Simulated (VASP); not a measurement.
All values below come from rev-vdW-DF2, VASP's PBE PAW potentials (set 64) (plane waves; VASP 6.6.1).

The input files of a VASP run:

File KPOINTS:
```
Automatic mesh
0
Gamma
12 12 12
0 0 0
```

**POSCAR**
```
Na
1
   -2.0627392304     2.0627392304     2.0627392304
    2.0627392304    -2.0627392304     2.0627392304
    2.0627392304     2.0627392304    -2.0627392304
Na
1
Direct
  0.0000000000   0.0000000000   0.0000000000
```

### INCAR
```
# general
SYSTEM   = Na
PREC     = Accurate
ENCUT    = 520
LREAL    = .False.
LASPH    = .True.

# electronic loop
EDIFF    = 1E-7
NELM     = 100
ALGO     = Normal

# smearing
ISMEAR   = 1
SIGMA    = 0.1

# functional
GGA      = MK
LUSE_VDW = .True.
AGGAC    = 0.0
PARAM1   = 0.1234568
PARAM2   = 0.7114
ZAB_VDW  = -1.8867

# ions
ISIF     = 2

# output
LWAVE    = .False.
LCHARG   = .False.
```

POTCAR, in this order: Na_pv (PBE.64 set). Program: vasp_std.

Output of the run:

File OSZICAR:
```
       N       E                     dE             d eps       ncg     rms          rms(c)
DAV:   1     0.218866989774E+02    0.21887E+02   -0.39965E+03  1008   0.884E+02
DAV:   2     0.103332365351E+01   -0.20853E+02   -0.20830E+02  1050   0.137E+02
DAV:   3     0.631703854483E+00   -0.40162E+00   -0.40162E+00  1260   0.273E+01
DAV:   4     0.628411751267E+00   -0.32921E-02   -0.32921E-02  1246   0.226E+00
DAV:   5     0.628365181700E+00   -0.46570E-04   -0.46570E-04  1309   0.229E-01    0.194E-01
DAV:   6     0.628457901121E+00    0.92719E-04   -0.13390E-03  1113   0.627E-01    0.126E-01
DAV:   7     0.628018281861E+00   -0.43962E-03   -0.23886E-03  1029   0.643E-01    0.308E-02
DAV:   8     0.627981846133E+00   -0.36436E-04   -0.17767E-04  1190   0.271E-01    0.405E-03
DAV:   9     0.627977932161E+00   -0.39140E-05   -0.51662E-06  1050   0.227E-02    0.129E-03
DAV:  10     0.627977603762E+00   -0.32840E-06   -0.89732E-07  1134   0.705E-03    0.232E-04
DAV:  11     0.627977580606E+00   -0.23157E-07   -0.25533E-08   903   0.105E-03
   1 F= 0.62797758E+00 E0= 0.62823029E+00  d E =-.758134E-03
```

### OUTCAR
```
------------------------ aborting loop because EDIFF is reached ----------------------------------------
  FORCE on cell =-STRESS in cart. coord.  units (eV):
  Direction    XX          YY          ZZ          XY          YZ          ZX
  --------------------------------------------------------------------------------------
  Total        0.0613487      0.0613487      0.0613487      0.0000000     -0.0000000      0.0000000
  in kB        2.7997736      2.7997736      2.7997736      0.0000000     -0.0000000      0.0000000
  external PRESSURE =       2.7997736 kB  Pullay stress =       0.0000000 kB
  volume of cell :       35.11
      direct lattice vectors                 reciprocal lattice vectors
    -2.062739230  2.062739230  2.062739230     0.000000000  0.242396127  0.242396127
     2.062739230 -2.062739230  2.062739230     0.242396127  0.000000000  0.242396127
     2.062739230  2.062739230 -2.062739230     0.242396127  0.242396127  0.000000000
 POSITION                                       TOTAL-FORCE (eV/Angst)
 -----------------------------------------------------------------------------------
      0.00000      0.00000      0.00000        -0.000000     -0.000000      0.000000
 -----------------------------------------------------------------------------------
    total drift:                                0.000000      0.000000      0.000000
  FREE ENERGIE OF THE ION-ELECTRON SYSTEM (eV)
  ---------------------------------------------------
  free  energy   TOTEN  =         0.6279775806 eV

  energy  without entropy=        0.6287357151  energy(sigma->0) =        0.62823029
```
(Selected blocks of OUTCAR.)

The compound is Na in the bcc structure. This cell is one point of a volume scan, at 0.97 of the reference volume.
